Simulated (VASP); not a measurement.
Given:

```xyz
2
Lattice="3.3184 0.0000 0.0000 -1.6592 2.8738 0.0000 0.0000 0.0000 3.2915" Properties=species:S:1:pos:R:3 pbc="T T T"
Sn     0.0000     0.0000     0.0000
O      1.6592     0.9579     1.6458
```

Level of theory: r2SCAN meta-GGA, VASP's PBE PAW potentials (set 64) (plane waves; VASP). Numerical set-up: 520 eV cut-off, 14×14×12 Γ-centred mesh, tetrahedra with Blöchl corrections, potentials Sn_d O.

Unless said otherwise, spin-orbit coupling is left out, though it shifts the bands of the heavy elements here.

Problem. Predict the energy per atom (σ→0), band gap (over mesh and band path) with the smallest direct gap where there is one.

Solution. 
```
Quantity                                                              Result
----------------------------------  ----------------------------------------
band gap (over mesh and band path)  none (metal, semimetal or under 0.01 eV)
energy per atom (σ→0)                                        -16.035 eV/atom
```

Only differences to runs with the same potentials and settings are physical.

The structure was generated: SnO was put into the WC type (P-6m2), which need not be its known phase. It was relaxed first, which changed the volume by +20 %.
